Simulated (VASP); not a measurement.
## Be$_{3}$MgTe$_{4}$ (ordered alloy cell): computed properties

Level of theory: PBEsol GGA, VASP's PBE PAW potentials (set 64) (plane waves; VASP 6.6.1).

- space group: R3m (160)
- cell: a = b = 4.0782 Å, c = 41.0108 Å, α = β = 90.00°, γ = 120.00°
- volume per atom: 24.61 Å³/atom
- band gap (over mesh and band path): 1.53 eV
- smallest direct gap (over mesh and band path): 2.38 eV
- band-edge character: indirect, Γ to F
- density: 4.74 g/cm³

Space group R3m, hexagonal axes (No. 160); a = b = 4.078 Å, c = 41.011 Å, α = β = 90.00°, γ = 120.00°

```
atom  site  symmetry       x       y       z
----  ----  --------  ------  ------  ------
Mg      3a        3m  0.0000  0.0000  0.0018
Te      3a        3m  0.0000  0.0000  0.3039
Te      3a        3m  0.0000  0.0000  0.5595
Te      3a        3m  0.0000  0.0000  0.8146
Te      3a        3m  0.0000  0.0000  0.0698
Be      3a        3m  0.0000  0.0000  0.2448
Be      3a        3m  0.0000  0.0000  0.5002
Be      3a        3m  0.0000  0.0000  0.7554
```
(The calculation used a cell of 8 atoms; values per cell refer to that cell.)

Unless said otherwise, spin-orbit coupling is left out, though it shifts the bands of the heavy elements here.

The structure was generated: Be3MgTe4 was put into an ordered model structure (R3m), which need not be its known phase. It was relaxed first. Symmetry was kept, so distortions that lower it aren't found.
